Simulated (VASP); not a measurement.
Given:

```xyz
3
Lattice="0.0000 2.7256 2.7256 2.7256 0.0000 2.7256 2.7256 2.7256 0.0000" Properties=species:S:1:pos:R:3 pbc="T T T"
Si     1.3628     1.3628     1.3628
Si     4.0884     4.0884     4.0884
Ni     0.0000     0.0000     0.0000
```

Calculation: PBE GGA, VASP's PBE PAW potentials (set 64) (plane waves; VASP 6.6.1). Numerical set-up: 480 eV cut-off, 10×10×10 Γ-centred mesh, first-order Methfessel-Paxton smearing of 0.10 eV, potentials Si Ni.

Energy and stress use the plane-wave basis of the starting cell.

**Question.** The ions, cell shape and volume at an external pressure of 10.0 GPa are relaxed. Predict the relaxed structure.

**Answer.** 
```xyz
3
Lattice="0.0000 2.6690 2.6690 2.6690 0.0000 2.6690 2.6690 2.6690 0.0000" Properties=species:S:1:pos:R:3 pbc="T T T"
Si     1.3345     1.3345     1.3345
Si     4.0035     4.0035     4.0035
Ni     2.6690     5.3380     2.6690
```
Space group Fm-3m (225), at a tolerance of 0.03 Å.

**Question.** How do energy and volume change from the first to the last step?

**Answer.** The energy (σ→0) changes by +22.7 meV/atom and the volume by -6.1 %, in 4 ionic steps.

```tsv
step	E(σ→0) (eV)	max force (eV/Å)	pressure (GPa)	volume (Å³)
1	-17.3682	0.000	-0.63	40.50
2	-17.0261	0.000	24.90	35.47
3	-17.3031	0.000	9.86	38.07
4	-17.3001	0.000	10.12	38.03
```

The compound is NiSi2 in the fluorite structure. This run relaxes it under an external pressure of 10 GPa. Symmetry was kept, so distortions that lower it aren't found. The run is not spin-polarised, so no magnetic state was tried.
